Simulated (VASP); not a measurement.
An input for Quantum ESPRESSO's pw.x (written as the equivalent of a VASP run, and not itself run):

```
&CONTROL
  calculation = 'scf'
  pseudo_dir = './pseudo'
  outdir = './out'
  tprnfor = .true.
  tstress = .true.
/
&SYSTEM
  ibrav = 0
  nat = 2
  ntyp = 1
  ecutwfc = 78
  occupations = 'smearing'
  smearing = 'methfessel-paxton'
  degauss = 0.00735
  input_dft = 'pbe'
/
&ELECTRONS
  conv_thr = 7.3e-08
  electron_maxstep = 100
/
ATOMIC_SPECIES
  Sc 44.956 Sc.upf
CELL_PARAMETERS angstrom
     1.6881000   -2.9238750    0.0000000
     1.6881000    2.9238750    0.0000000
     0.0000000    0.0000000    5.3754000
ATOMIC_POSITIONS crystal
  Sc   0.3333330  0.6666670  0.2500000
  Sc   0.6666670  0.3333330  0.7500000
K_POINTS automatic
  11 11 6 0 0 0
```

Question: Write the VASP files for the same calculation (PBE).

Answer: Several could match; the one computed here: 
INCAR:
```
ALGO=Normal
EDIFF=1E-6
ENCUT=400
GGA=PE
ISIF=2
ISMEAR=1
LASPH=.TRUE.
LCHARG=.FALSE.
LMAXMIX=4
LREAL=.FALSE.
LWAVE=.FALSE.
NELM=100
PREC=Accurate
SIGMA=0.1
SYSTEM=Sc
```

### KPOINTS
```
Automatic mesh
0
Gamma
 11 11 6
0 0 0
```

### POSCAR
```
Sc
1.0
  1.6881000000  -2.9238750000   0.0000000000
  1.6881000000   2.9238750000   0.0000000000
  0.0000000000   0.0000000000   5.3754000000
Sc
2
Cartesian
  1.6881000000   0.9746269492   1.3438500000
  1.6881000000  -0.9746269493   4.0315500000
```

POTCAR, in this order: Sc_sv (PBE.64 set). Program: vasp_std.

What does not carry over: the potentials are each code's own (VASP's PAW set, PseudoDojo norm-conserving files in pw.x), so ENCUT and ecutwfc are chosen apart and not converted; conv_thr bounds pw.x's estimated SCF error, while EDIFF bounds the energy change between steps.

The compound is Sc in the hcp structure. The cell was not relaxed at this level.
